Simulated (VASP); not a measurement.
Consider the following.

```
CELL_PARAMETERS angstrom
      3.87322     0.00000     0.00000
      0.00000     3.87322     0.00000
      0.00000     0.00000     3.87322
ATOMIC_POSITIONS crystal
  La 0.00000 0.00000 0.00000
  Te 0.50000 0.50000 0.50000
```

Calculation: PBEsol GGA, VASP's PBE PAW potentials (set 64) (plane waves; VASP 6.6.1). Numerical set-up: 400 eV cut-off, 11×11×11 Γ-centred mesh, tetrahedra with Blöchl corrections, potentials La Te.

Question: The job: LaTe (relaxed from the CsCl type structure, space group Pm-3m), 2 atoms, PBEsol, static run, 400 eV, 11×11×11 Γ-centred mesh. Roughly how much core time does it take on a busy server core?

Answer: About 70 core-seconds (one run on a shared machine, a rough figure). It had 56 irreducible k-points, 12 bands, up to 1074 plane waves and 22 electronic steps.

The structure was generated: LaTe was put into the CsCl type type (Pm-3m), which need not be its known phase. It was relaxed first, which changed the volume by -36 %.
